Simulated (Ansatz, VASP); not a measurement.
## Ti2CF2: VASP beside Ansatz

Wanted: the spread between two codes on one cell, functional and k mesh. The structure shown is the end of the Ansatz relaxation below.

Calculated with Ansatz 0.2.0; plane waves, with VASP 6.6.1 beside it; single point at PBE.

### 1. Set-up

The cell holds 5 atoms: 1 C, 2 Ti and 2 F. Cell: a = 3.055 Å, b = 3.055 Å, c = 33.200 Å, α = 90.0°, β = 90.0°, γ = 120.0°. Vacuum lies along c.

### 2. Ansatz: relaxation, PBE

Ansatz runs on its PAW soft_1 files.

This run makes the geometry at which the two programs are then compared.

The input, input.yaml:

```yaml
crystal:
  lattice:
    - [3.0551925197, 0.0, 0.0]
    - [-1.5275962598, 2.6458743355, 0.0]
    - [0.0, 0.0, 33.2]
  atoms:
    - { symbol: C, position: [0.0, 0.0, 0.3012048193] }
    - { symbol: Ti, position: [0.3333333333, 0.6666666667, 0.3354478263] }
    - { symbol: Ti, position: [0.6666666667, 0.3333333333, 0.2669618123] }
    - { symbol: F, position: [0.6666666667, 0.3333333333, 0.3731900251] }
    - { symbol: F, position: [0.3333333333, 0.6666666667, 0.2292196135] }
  periodic: [true, true, false]
kpoints:
  mp_grid: { grid: [15, 15, 1] }
hamiltonian:
  xc: pbe
  pseudopotentials: { kind: paw, azcp: { folder: soft_1 } }
scf:
  occupations: { method: gaussian, width: 0.1 }
output:
  forces: true
  stress: true
  eigenvalues: true
  write_density: true
  write_potential: true
  elf: true
  volumetric_format: npy
relax:
  adjacent_minimum: "off"
  f_tol: 0.005
  max_steps: 80
  cell: { stress_2d_tol: 0.02 }
```

On the command line:

```
> ansatz run input.yaml --threads 4 --pin off --max-ram 16384MiB --backend cpu --events-out ev --progress --plain --runs-dir out
```

Numbers of over 12 decimals in the logs are rounded to 6 here.

The log of the run:

```text
Engine: ansatz 0.2.0, aarch64-unknown-linux-gnu
Pseudopotentials: kind: paw
Pseudopotential: C, paw, valence charge 4, recommended cutoff 420 eV (normal), soft_1/C.paw.azcp
Pseudopotential: Ti, paw, valence charge 12, recommended cutoff 420 eV (normal), soft_1/Ti.paw.azcp
Pseudopotential: F, paw, valence charge 7, recommended cutoff 420 eV (normal), soft_1/F.paw.azcp
Functional definition: PBE
  parameter kappa = 0.804
  parameter beta = 0.066725
  exchange = pbe_x(kappa = kappa, mu = beta*pi^2/3)
  correlation = pbe_c(beta = beta)
Crystal: 5 atoms, lattice volume = 268.377 Å³
Basis set: ecut = 420 eV, 5235 PW (Γ), exchange–correlation on 48×48×450 points (8 copies of the dense FFT grid, shifted against one another)
Bands: 26, of which v1, the nominal top of the filled ones, is band 21 counted from 1 (20 counted from 0)
Symmetry: 12 space group operations
Space group: P-3m1 (ITA 164), of the structure as read, at distance tolerance 6.5e-5 Å
k-points: 27 of 225
Non-local potential: C, projectors of the file, l = 0: 2, l = 1: 2, l = 2: 1
Non-local potential: Ti, projectors of the file, l = 0: 3, l = 1: 2, l = 2: 3, l = 3: 1
Non-local potential: F, projectors of the file, l = 0: 2, l = 1: 2, l = 2: 1
PAW form: soft (Blöchl's): semilocal exchange-correlation on the pseudo side does not see the compensation charge
PAW one-centre angular grid: C, 110 points (default); XC on 64 Gauss nodes
PAW one-centre angular grid: Ti, 590 points (default); XC on 64 Gauss nodes
PAW one-centre angular grid: F, 110 points (default); XC on 64 Gauss nodes
Initial density: superposition of atomic densities (neutral atoms: chi_scale 0, normalization atom)
Initial wavefunctions: pseudopotential atomic-orbital guess
Functional: x = pbe(κ = 0.804, μ = 0.219515), c = pbe(β = 0.066725)
SCF iter   1: F=—  HF=-6878.038727 eV  |F-HF|=—  |Δ(HF+E_count)|=         —  Δρ=7.31e-2  dr2=2.27e1  ethr=3.10e-3  ⟨swp⟩=10.5  Hψ=4838  notcnv=0
preconditioner: auto → LDOS  [metal: Δε(μ)=0.038 eV  Ē_g=8.841 eV  σ=0.100 eV  W_gap=0.21  n_scr=20 (ndim 8)  ℏωp=10.6 eV  f_vac=0.766  D(μ)=1.60/eV (n_scr^D=10)  β→1.0]
SCF iter   2: F=—  HF=-6879.029692 eV  |F-HF|=—  |Δ(HF+E_count)|=   9.91e-1  Δρ=9.91e-2  dr2=3.22e1  ethr=3.10e-3  ⟨swp⟩=7.1  Hψ=2455  notcnv=0  defer=18
SCF iter   3: F=—  HF=-6872.576202 eV  |F-HF|=—  |Δ(HF+E_count)|=    6.45e0  Δρ=1.67e-2  dr2=5.00e-1  ethr=3.10e-3  ⟨swp⟩=5.0  Hψ=2107  notcnv=0  defer=21
SCF iter   4: F=—  HF=-6872.499182 eV  |F-HF|=—  |Δ(HF+E_count)|=   7.70e-2  Δρ=4.38e-3  dr2=3.93e-2  ethr=1.19e-3  ⟨swp⟩=3.4  Hψ=1738  notcnv=0  defer=16
SCF iter   5: F=—  HF=-6872.487975 eV  |F-HF|=—  |Δ(HF+E_count)|=   1.12e-2  Δρ=1.72e-3  dr2=9.14e-3  ethr=9.36e-5  ⟨swp⟩=3.3  Hψ=1687  notcnv=0  defer=16
SCF iter   6: F=—  HF=-6872.485674 eV  |F-HF|=—  |Δ(HF+E_count)|=   2.30e-3  Δρ=2.95e-4  dr2=1.72e-4  ethr=2.18e-5  ⟨swp⟩=3.8  Hψ=1597  notcnv=0  defer=16
SCF iter   7: F=—  HF=-6872.485658 eV  |F-HF|=—  |Δ(HF+E_count)|=   1.56e-5  Δρ=7.44e-5  dr2=1.22e-5  ethr=4.11e-7  ⟨swp⟩=3.3  Hψ=1469  notcnv=0  defer=16
SCF iter   8: F=—  HF=-6872.485650 eV  |F-HF|=—  |Δ(HF+E_count)|=   8.28e-6  Δρ=4.78e-5  dr2=6.55e-6  ethr=2.90e-8  ⟨swp⟩=4.0  Hψ=1762  notcnv=0  defer=16
SCF iter   9: F=—  HF=-6872.485649 eV  |F-HF|=—  |Δ(HF+E_count)|=   9.85e-7  Δρ=1.59e-5  dr2=9.54e-7  ethr=1.56e-8  ⟨swp⟩=2.9  Hψ=1120  notcnv=0  defer=16
iter 10 did not close the SCF: its close was put off until two iterations running show no level that it waits for move by more than its bar (scf_convergence_deferred on its scf_iter line)
SCF iter  10: F=-6872.485649 eV  HF=-6872.485649 eV  |F-HF|=5.19e-9  |Δ(HF+E_count)|=   8.87e-8  Δρ=2.67e-6  dr2=2.77e-8  ethr=2.38e-10  ⟨swp⟩=21.1  Hψ=9118  notcnv=0
iter 11 did not close the SCF: its close was put off until two iterations running show no level that it waits for move by more than its bar (scf_convergence_deferred on its scf_iter line)
SCF iter  11: F=-6872.485649 eV  HF=-6872.485649 eV  |F-HF|=1.16e-9  |Δ(HF+E_count)|=   2.15e-8  Δρ=3.80e-7  dr2=2.91e-10  ethr=6.60e-11  ⟨swp⟩=10.0  Hψ=5642  notcnv=0
SCF iter  12: F=-6872.485649 eV  HF=-6872.485649 eV  |F-HF|=1.84e-10  |Δ(HF+E_count)|=   1.16e-9  Δρ=1.02e-7  dr2=2.42e-11  ethr=1.00e-12  ⟨swp⟩=8.2  Hψ=4830  notcnv=0
SCF 1 converged in 12 iterations: F = -6872.485649 eV  dr2 = 2.42e-11
  greatest PAW one-centre occupation: 0.999 electrons in one spin orbital (limit 2), on the Ti atom at site 2 (counted from 0), in its partial waves of l = 0
relax step   1: F+E_penalty+E_count = -6872.48564899 eV  Δ(F+E_penalty+E_count) = +0.000e0 eV  max|allowed force component| = 9.867e-3 eV/Å  Δτ_max = 0.0000 Å  P = -0.058 N/m  Ω = 268.377 Å³  fix = [c, alpha, beta]  reactions: c -0.000 N/m  (12 SCF iters, dr2 threshold 1.00e-7 eV, accepted)
[...]
relax step   2: F+E_penalty+E_count = -6872.48566708 eV  Δ(F+E_penalty+E_count) = -1.809e-5 eV  max|allowed force component| = 2.684e-3 eV/Å  Δτ_max = 0.0009 Å  P = -0.026 N/m  Ω = 268.360 Å³  energy of the carried Pulay correction = +7.961e-6 eV  fix = [c, alpha, beta]  reactions: c -0.000 N/m  (5 SCF iters, dr2 threshold 6.08e-9 eV, accepted)
[...]
relax step   3: F+E_penalty+E_count = -6872.48569322 eV  Δ(F+E_penalty+E_count) = -2.614e-5 eV  max|allowed force component| = 1.477e-3 eV/Å  Δτ_max = 0.0002 Å  P = -0.001 N/m  Ω = 268.306 Å³  energy of the carried Pulay correction = +3.266e-5 eV  fix = [c, alpha, beta]  reactions: c -0.000 N/m  (4 SCF iters, dr2 threshold 7.52e-10 eV, accepted)
[...]
relax step   4: F+E_penalty+E_count = -6872.48566987 eV  Δ(F+E_penalty+E_count) = +2.335e-5 eV  max|allowed force component| = 1.482e-3 eV/Å  Δτ_max = 0.0000 Å  P = -0.002 N/m  Ω = 268.306 Å³  fix = [c, alpha, beta]  reactions: c -0.000 N/m  stress off target by 1.54e-3 N/m on what of the cell is left free  SCF on the basis re-selected at this cell (its energy is not comparable with the rows above)  (5 SCF iters)
basis re-selected at this cell: Δ(F+E_penalty+E_count) = +2.335e-5 eV, ΔP = -0.001 N/m vs the last step (what re-selecting the basis moved, of the pressure what is left beyond the Pulay correction that the steps carried, after the strain that the cell walked since its last selection, with what the two solves' SCF thresholds leave and, on support functions, any second-order correction that the steps lacked; it is no m [...]
WARN: The output density's exchange-correlation potential varies sharply where the density is thin. Do not read a vacuum level from v_tot or v_xc, or from such a field of the output density. On a cell that repeats whose density bears no net charge and no dipole along the vacuum's axis use v_es (v_loc + v_h of the components); under efield.dipole_correction with no amplitude use v_es + v_field, which holds any externa [...]
SCF converged after 5 iterations
Free energy (F): -6872.485670 eV
Harris-Foulkes:  -6872.485670 eV  (|F-HF|=4.27e-11)
Internal energy: -6872.477591 eV  (E = F + TS)
E sigma→0 (E₀):  -6872.481630 eV
Entropy (-TS):   -0.008079 eV (-1.616 meV/atom)
Fermi energy:    -4.782219 eV
--- Per-component energies (eV) ---
  E_band       = -1065.515696
  E_kinetic    = 1044.361860
  E_local      = -128576.206747  (includes V_loc(G=0)·N_el)
  E_nonlocal   = 317.905716
  E_hartree    = 63597.867287
  E_xc         = -435.556649
  E_vxc        = -549.453180  (∫ρ·V_xc dr)
  E_paw        = -2592.445693  (= ΣΔE_a)
  E_vpaw       = -497.859203  (= ΣTr[D̂ρ^β])
  E_aug_tail   = 0.001269  (compensation charges beyond the density's cutoff)
  E_ewald      = 59771.595367
  E_smearing   = -0.008079  (= −TS)
  E_closure    = 0.000000  (closes the sum)
  Σ components = -6872.485670   (vs F -6872.485670, Δ=0.00e0)
--- Forces (eV/Å), atoms counted from 1 ---
  atom   1  C      0.00000000     0.00000000     0.00000000
  atom   2  Ti     0.00000000     0.00000000    -0.00148173
  atom   3  Ti    -0.00000000    -0.00000000     0.00148173
  atom   4  F     -0.00000000    -0.00000000     0.00033875
  atom   5  F      0.00000000     0.00000000    -0.00033875
  max |Σ_I F_I| component: 2.78e-17 eV/Å
--- 2D stress c σ (N/m, compression-positive) ---
       -0.001538      -0.000000      -0.000000
       -0.000000      -0.001538       0.000000
       -0.000000       0.000000      -0.000000
  P = ½ c Tr σ = -0.0015 N/m
--- Band table (eV; the first three rows and the last of 27) ---
  k-point 0: bands = [... 17 lower, -8.6081, -7.4503, -7.4503, -4.8523, -4.8523, -4.5557, -3.2272, -3.2272, ... 1 higher]
  k-point 1: bands = [... 17 lower, -8.5761, -7.6131, -7.4853, -4.9283, -4.7735, -4.5121, -3.2733, -3.2200, ... 1 higher]
  k-point 2: bands = [... 17 lower, -8.5096, -8.0074, -7.5687, -5.1730, -4.5551, -4.3522, -3.3267, -3.2021, ... 1 higher]
  k-point 26: bands = [... 17 lower, -9.1903, -9.1903, -8.2294, -4.3915, -3.8282, -3.8282, -2.8298, -2.8298, ... 1 higher]
--- Relaxed structure (3 steps of the walk, 3 accepted, 1 SCFs on fresh bases) ---
  F+E_penalty+E_count = -6872.48566987 eV   max|allowed force component| = 1.482e-3 eV/Å   (the final SCF, on the basis selected at the relaxed cell)
  cell:  # Å, volume = 268.3061 Å³
    - [3.054787, -2.886367175016837e-11, 0]
    - [-1.527393, 2.645523, 0]
    - [0, 0, 33.2]
  atoms:
    - { symbol: C, position: [0, 0, 0.3012048193] }
    - { symbol: Ti, position: [0.333333, 0.666667, 0.335447] }
    - { symbol: Ti, position: [0.666667, 0.333333, 0.266962] }
    - { symbol: F, position: [0.666667, 0.333333, 0.373166] }
    - { symbol: F, position: [0.333333, 0.666667, 0.229244] }
```

In the SCF lines HF is the Harris–Foulkes energy and dr2 the Hartree energy of the density residual, in eV; the loop may stop once dr2 is under the threshold and the program's other checks hold. Hψ counts applications of the Hamiltonian.

### 3. VASP: single point, PBE

The same cell, functional, mesh and smearing now go to VASP, with its own data sets.

Lines of VASP's logs that name or quote its potential files are left out, and so is its time.

The input, INCAR:

```
SYSTEM = Ti2CF2
PREC = Accurate
ENCUT = 520
EDIFF = 1E-06
NELM = 120
ISMEAR = 0
SIGMA = 0.1
LREAL = .FALSE.
ALGO = Normal
GGA = PE
NBANDS = 27
LASPH = .TRUE.
LORBIT = 11
LWAVE = .FALSE.
LCHARG = .FALSE.
ISIF = 2
LDIPOL = .TRUE.
IDIPOL = 3
DIPOL = 0.5 0.5 0.301
LVHAR = .TRUE.
GGA_COMPAT = .FALSE.
NELMDL = -8
KPAR = 2
```

The input, POSCAR:

```
Ti2CF2
1.0
    3.0547867972      0.0000000000      0.0000000000
   -1.5273933986      2.6455229695      0.0000000000
    0.0000000000      0.0000000000     33.2000000000
C Ti F
1 2 2
Direct
    0.0000000000      0.0000000000      0.3012048193
    0.3333333333      0.6666666667      0.3354474579
    0.6666666667      0.3333333333      0.2669621807
    0.6666666667      0.3333333333      0.3731658463
    0.3333333333      0.6666666667      0.2292437923
```

The input, KPOINTS:

```
Automatic mesh
0
Gamma
15 15 1
0 0 0
```

The projector-augmented-wave data sets are C, Ti_sv and F (PBE family, release 64).

On the command line:

```
> mpirun -np 2 vasp_std
```

The log of the run:

```text
[banner, memory and clock lines left out]
running    2 mpi-ranks, on    1 nodes
 distrk:  each k-point on    1 cores,    2 groups
 distr:  one band on    1 cores,    1 groups

 POSCAR found type information on POSCAR C TiF
 POSCAR found :  3 types and       5 ions
 LDA part: xc-table for (Slater+PW92), standard interpolation
 POSCAR, INCAR and KPOINTS ok, starting setup
 FFT: planning ... GRIDC
 FFT: planning ... GRID_SOFT
 FFT: planning ... GRID
 WAVECAR not read
 entering main loop
       N       E                     dE             d eps       ncg     rms          rms(c)
DAV:   1     0.495420060034E+03    0.49542E+03   -0.21407E+04  1770   0.135E+03
DAV:   2     0.275098756514E+02   -0.46791E+03   -0.46031E+03  1794   0.404E+02
DAV:   3    -0.434304128013E+02   -0.70940E+02   -0.70410E+02  2071   0.159E+02
DAV:   4    -0.497459029287E+02   -0.63155E+01   -0.63048E+01  2326   0.439E+01
DAV:   5    -0.501801666079E+02   -0.43426E+00   -0.43422E+00  2108   0.849E+00
DAV:   6    -0.501923423821E+02   -0.12176E-01   -0.12176E-01  2305   0.178E+00
DAV:   7    -0.501929294066E+02   -0.58702E-03   -0.58702E-03  2108   0.266E-01
DAV:   8    -0.501929362461E+02   -0.68395E-05   -0.68389E-05  2334   0.393E-02    0.241E+01
DAV:   9    -0.397989701219E+02    0.10394E+02   -0.80773E+01  1898   0.687E+01    0.708E+00
DAV:  10    -0.395892178197E+02    0.20975E+00   -0.54096E+00  1813   0.195E+01    0.437E+00
DAV:  11    -0.395454060748E+02    0.43812E-01   -0.45586E-01  2086   0.462E+00    0.772E-01
DAV:  12    -0.395416497052E+02    0.37564E-02   -0.42245E-02  1949   0.163E+00    0.518E-01
DAV:  13    -0.395368721902E+02    0.47775E-02   -0.98038E-03  1733   0.851E-01    0.151E-01
DAV:  14    -0.395353683692E+02    0.15038E-02   -0.12848E-03  1896   0.244E-01    0.672E-02
[...]
DAV:  19    -0.395356485031E+02   -0.92593E-04   -0.95213E-06  1661   0.208E-02    0.506E-03
DAV:  20    -0.395358942881E+02   -0.24579E-03   -0.10661E-05  1360   0.178E-02    0.457E-03
DAV:  21    -0.395359664492E+02   -0.72161E-04   -0.35920E-06  1470   0.106E-02    0.145E-03
DAV:  22    -0.395360096925E+02   -0.43243E-04   -0.12637E-06  1284   0.576E-03    0.813E-04
DAV:  23    -0.395360281873E+02   -0.18495E-04   -0.71479E-07  1224   0.400E-03    0.685E-04
DAV:  24    -0.395360312357E+02   -0.30484E-05   -0.10269E-07   880   0.236E-03    0.278E-04
DAV:  25    -0.395360333124E+02   -0.20767E-05   -0.62739E-08   855   0.124E-03    0.238E-04
DAV:  26    -0.395360341238E+02   -0.81141E-06   -0.23369E-08   786   0.977E-04
   1 F= -.39536034E+02 E0= -.39531999E+02  d E =-.807118E-02
```

OUTCAR, selected parts (step 3):

```text
ion  position               nearest neighbor table
   1  0.000  0.000  0.301-   3 2.10   2 2.10   3 2.10   2 2.10   3 2.10   2 2.10
   2  0.333  0.667  0.335-   1 2.10   1 2.10   1 2.10   4 2.16   4 2.16   4 2.16   3 2.88   3 2.88
                             3 2.88
   3  0.667  0.333  0.267-   1 2.10   1 2.10   1 2.10   5 2.16   5 2.16   5 2.16   2 2.88   2 2.88
                             2 2.88
   4  0.667  0.333  0.373-   2 2.16   2 2.16   2 2.16
   5  0.333  0.667  0.229-   3 2.16   3 2.16   3 2.16

  LATTYP: Found a hexagonal cell.
 ALAT       =     3.0547867972
 C/A-ratio  =    10.8681889127

 Subroutine GETGRP returns: Found 12 space group operations
 (whereof  6 operations were pure point group operations)

The static configuration has the point symmetry C_3v.
 The point group associated with its full space group is D_3d.

 Found     27 irreducible k-points:

   k-points           NKPTS =     27   k-points in BZ     NKDIM =     27   number of bands    NBANDS=     27

   dimension x,y,z NGX =    24 NGY =   24 NGZ =  250
   dimension x,y,z NGXF=    48 NGYF=   48 NGZF=  500

   ENCUT  =  520.0 eV  38.22 Ry    6.18 a.u.   5.68  5.68 61.73*2*pi/ulx,y,z

   NELECT =      42.0000    total number of electrons

 k-points in reciprocal lattice and weights: Automatic mesh
   0.00000000  0.00000000  0.00000000       0.004
   0.06666667  0.00000000  0.00000000       0.027
   0.13333333  0.00000000  0.00000000       0.027
   0.20000000  0.00000000  0.00000000       0.027
   0.26666667  0.00000000  0.00000000       0.027
   0.33333333  0.00000000  0.00000000       0.027
   0.40000000  0.00000000  0.00000000       0.027
   0.46666667  0.00000000  0.00000000       0.027
   0.06666667  0.06666667  0.00000000       0.027
[...]
0.33333333  0.26666667  0.00000000       0.053
   0.33333333  0.33333333  0.00000000       0.009

 dipolmoment           0.000000      0.000000     -0.000001 electrons x Angstroem

 average (electrostatic) potential at core
       1 -56.6433       2 -83.9401       3 -83.9401       4 -83.7373       5 -83.7373

 E-fermi :  -2.2938

 k-point     1 :       0.0000    0.0000    0.0000
  band No.  band energies     occupation
    ...
     18      -6.1104      2.00000
     19      -4.9540      2.00000
     20      -4.9540      2.00000
     21      -2.3643      1.68123
     22      -2.3643      1.68123
     23      -2.0670      0.00134
     24      -0.7432      0.00000
     25      -0.7432      0.00000
     26      -0.6530      0.00000
     27      -0.6530      0.00000

 k-point     2 :       0.0667    0.0000    0.0000
  band No.  band energies     occupation
    ...
     18      -6.0779      2.00000
     19      -5.1172      2.00000
     20      -4.9891      2.00000
     21      -2.4399      1.96118
     22      -2.2855      0.90697
     23      -2.0238      0.00013
     24      -0.7885      0.00000
     25      -0.7356      0.00000
     26      -0.6748      0.00000
     27      -0.6006      0.00000

 k-point     3 :       0.1333    0.0000    0.0000
  band No.  band energies     occupation
    ...
     17      -8.5222      2.00000
     18      -6.0105      2.00000
     19      -5.5123      2.00000
     20      -5.0725      2.00000
     21      -2.6838      2.00000
     22      -2.0675      0.00137
     23      -1.8645      0.00000
     24      -0.8415      0.00000
     25      -0.7168      0.00000
     26      -0.6885      0.00000
    ...

  Total        0.0907706      0.0907706      0.0324149      0.0000000      0.0000000      0.0000000
  in kB        0.5420322      0.5420322      0.1935643      0.0000000      0.0000000      0.0000000
  external PRESSURE =       0.4258762 kB  Pullay stress =       0.0000000 kB

  energy-cutoff  :      520.00
  volume of cell :      268.31
      direct lattice vectors                 reciprocal lattice vectors
     3.054786797  0.000000000  0.000000000     0.327355088  0.188998548  0.000000000
    -1.527393399  2.645522969  0.000000000     0.000000000  0.377997096  0.000000000
     0.000000000  0.000000000 33.200000000     0.000000000  0.000000000  0.030120482

 POSITION                                       TOTAL-FORCE (eV/Angst)
 -----------------------------------------------------------------------------------
      0.00000      0.00000     10.00000        -0.000000      0.000000     -0.000000
     -0.00000      1.76368     11.13686        -0.000000      0.000000      0.010170
      1.52739      0.88184      8.86314         0.000000      0.000000     -0.010170
      1.52739      0.88184     12.38911        -0.000000      0.000000      0.023039
     -0.00000      1.76368      7.61089         0.000000     -0.000000     -0.023039
 -----------------------------------------------------------------------------------
    total drift:                                0.000000     -0.000000      0.000007

  FREE ENERGIE OF THE ION-ELECTRON SYSTEM (eV)
  ---------------------------------------------------
  free  energy   TOTEN  =       -39.5360341238 eV

  energy  without entropy=      -39.5279629440  energy(sigma->0) =      -39.53199853

 vacuum level on the upper side and lower side of the slab         2.538         2.538

 total charge
# of ion       s       p       d       tot
------------------------------------------
    1        0.891   1.585   0.000   2.476
    2        2.181   6.191   1.959  10.331
    3        2.181   6.191   1.959  10.331
    4        1.737   4.348   0.000   6.085
    5        1.737   4.348   0.000   6.085
--------------------------------------------------
tot          8.728  22.663   3.917  35.308

[... 3 further parts left out ...]
```

The run ends at a pressure of 0.04 GPa, with forces up to 0.023 eV/Å.

### 4. Differences

Known differences besides the potentials themselves: Ansatz cuts the interaction across the vacuum, VASP repeats the sheet with a dipole correction; the cutoff is 420 eV in Ansatz and 520 eV in VASP. Total energies have different zeros and are not compared.

At this near-relaxed geometry the largest component of a force difference is 23 meV/Å. With vacuum in the cell, a pressure given here is an average over mostly empty space and none of the material.

### 5. Outcome

```json
{"r.m.s. force difference (single point, PBE)": "9.3 meV/Å"}
```

**Reading.** The r.m.s. force difference is 9.3 meV/Å (single point, PBE), within the 12 meV/Å picked in this series as the mark of a large difference. How closely two codes agree says nothing of how well the functional describes the real material.

[Lines on the potential files, build, host, timing and source positions are cut from VASP's logs without a mark.]

[Logs are printed without paths, hosts, clocks, repeated set-up lines and the standing remarks that a program may print on its own settings, such as how far it seeks lower states.]

[Hosts, paths, dates, database ids (printed as entryN), source tags and the programs' standing remarks are cut or masked in the printed files.]
